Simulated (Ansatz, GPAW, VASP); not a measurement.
**One structure in several programs: Mg3Sb2 (P-3m1, 5 atoms in the cell)**

Self-consistent single point.

```
Mg3Sb2
1.0
    2.28000    -3.94908     0.00000
    2.28000     3.94908     0.00000
    0.00000     0.00000     7.23000
Mg Sb
3 2
Direct
  0.00000   0.00000   0.00000
  0.33333   0.66667   0.63400
  0.66667   0.33333   0.36600
  0.33333   0.66667   0.22800
  0.66667   0.33333   0.77200
```

Shared settings, as Ansatz (an electronic-structure program) writes them: kpoints.mp_grid.grid = 5 5 3; scf.occupations.method = fermi_dirac; scf.occupations.width = 0.02 eV. Potentials and cutoffs stand in the table.

| code | model | pressure (GPa) | largest force (eV/Å) | gap on the mesh (eV) | cutoff |
|---|---|---|---|---|---|
| GPAW | PBEsol, GPAW PAW datasets PBEsol (made by gpaw-setup) | -0.39 | 0.108 | 0.148 | 800 eV |
| Ansatz | PBEsol, default PAW files made with PBE | -0.34 | 0.116 | 0.135 | default |
| VASP | PBEsol, VASP's PBE PAW potentials (set 64) | -0.19 | 0.139 | 0.117 | 300 eV |

Size of the force on each atom (eV/Å): Sizes of forces hide their directions.

| code | Mg1 | Mg2 | Mg3 | Sb4 | Sb5 |
|---|---|---|---|---|---|
| GPAW | 0.000 | 0.023 | 0.023 | 0.108 | 0.108 |
| Ansatz | 0.000 | 0.024 | 0.024 | 0.116 | 0.116 |
| VASP | 0.000 | 0.027 | 0.027 | 0.139 | 0.139 |

Gaps are read on the mesh.

On Ansatz's run: spin-orbit coupling is off.

The spread over the programs that give each value: pressure within 0.20 GPa; largest force within 0.031 eV/Å; gap on the mesh within 0.031 eV.

Ansatz's pressure is given at a fixed set of plane waves, as the other plane-wave codes print theirs.

VASP's run is marked for a possible Pulay error in its stress at this cutoff; no cutoff test was made.

The starting cell has typed, rounded lattice constants, without a prior relaxation at this level.

Left out of this page: Quantum ESPRESSO, CP2K, Elk and SIESTA (not drawn, or without a comparable value).

Keys are those of Ansatz 0.2.
